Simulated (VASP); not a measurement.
## H8CS2O: single point with r2SCAN+D3(BJ)

H8CS2O:

```
CELL_PARAMETERS angstrom
7.36339 0.00000 0.00000
0.00000 7.36339 0.00000
0.00000 0.00000 7.36339
ATOMIC_POSITIONS crystal
C 0.97854 0.81132 0.52329
C 0.61663 0.39884 0.83142
C 0.07369 0.23205 0.89855
O 0.08878 0.66476 0.51848
O 0.61785 0.31374 0.00202
O 0.20432 0.22506 0.75509
H 0.02420 0.89066 0.39569
H 0.05749 0.58923 0.62557
H 0.83281 0.78780 0.49802
H 0.99707 0.89281 0.64056
H 0.50236 0.33064 0.76055
H 0.70057 0.36554 0.09553
H 0.59777 0.55059 0.83714
H 0.73821 0.38403 0.76022
H 0.95471 0.29530 0.84917
H 0.30763 0.16396 0.80633
H 0.04467 0.09559 0.94952
H 0.13230 0.30994 0.01763
H 0.30286 0.74553 0.72435
H 0.27527 0.50304 0.82383
H 0.45121 0.89305 0.18861
H 0.42038 0.14520 0.11870
H 0.88171 0.70129 0.93474
H 0.67129 0.71616 0.08261
H 0.31715 0.64438 0.45385
H 0.40602 0.41499 0.40082
H 0.95495 0.40810 0.26806
H 0.92859 0.15175 0.26677
H 0.64745 0.08508 0.64017
H 0.56228 0.84365 0.65478
S 0.25889 0.68005 0.88457
S 0.37237 0.03941 0.25680
S 0.84938 0.70611 0.11488
S 0.48502 0.57192 0.41387
S 0.99033 0.27512 0.38486
S 0.59944 0.97329 0.77773
```

The cell was built by a generator and needn't be a form met in nature.

```yaml
Program: VASP 6.6.1
Task: single point
Functional: r2SCAN
Dispersion: D3(BJ)
Potentials_or_basis: VASP PAW PBE potentials, release 64 (C, O, H, S)
Cutoff: 520 eV
k_mesh: 1 × 1 × 1
Occupations: fermi-dirac, width 0.02 eV
Spin: no spin polarisation
```

| Property | Result |
| --- | --- |
| Pressure | 2.1 GPa |
| Largest force | 4.592 eV/Å |
| Band gap on the k mesh | 4.76 eV, direct |
| Dispersion energy per atom | -0.034 eV |

Forces in eV/Å, atoms in the order of the input:
```
C   -0.720  3.032 -3.372
C   -1.623  1.535  0.500
C    1.699 -0.151  1.439
O    0.130 -3.171  0.978
O    0.484 -0.201  1.511
O   -0.582  0.421  0.020
H   -0.600 -0.373  1.645
H    0.621  0.289 -0.833
H    0.154 -0.489  0.281
H    0.102  0.767  1.047
H    0.748  0.862 -0.028
H   -0.651 -0.015 -1.218
H   -0.329 -1.191  0.155
H    1.594 -0.671 -1.154
H   -0.837  0.444 -0.389
H    0.533 -0.468 -0.132
H   -0.171 -0.083 -0.063
H   -0.637 -0.389 -0.811
H    0.091  0.220 -0.328
H   -0.088  0.826  0.234
H    0.249 -0.276 -0.255
H    0.290  0.243 -0.239
H    0.124  0.077  0.318
H   -0.132 -0.034  0.232
H    0.473 -0.016 -0.177
H   -0.360 -1.353 -0.088
H   -0.095  0.432 -0.131
H   -0.031 -0.254 -0.034
H    0.042 -0.076  0.286
H    0.054 -0.057  0.139
S   -0.110 -1.042  0.634
S   -0.472 -0.140  0.574
S   -0.097 -0.047 -0.542
S    0.195  1.244  0.133
S   -0.048 -0.060  0.283
S   -0.003  0.164 -0.615
```

Stress tensor (GPa, compression positive):
```
 2.56 -1.68 -0.63
-1.68  2.80 -0.07
-0.63 -0.07  1.04
```

Levels at points of the mesh, in eV from the valence-band top:
```tsv
k point	band 43	band 44	band 45	band 46	band 47	band 48
(0.00, 0.00, 0.00)	-0.43	-0.33	0.00	4.76	4.97	5.01
```

Run time: 2.4 min on 1 thread of AMD EPYC 9R14 (Zen 4), with other jobs on the host, peak memory 0.45 GiB.

Caveat: the PAW data sets were made with another functional, which shifts forces and pressure a little. r2SCAN opens gaps a little over a GGA but as a rule still falls short of measured ones.
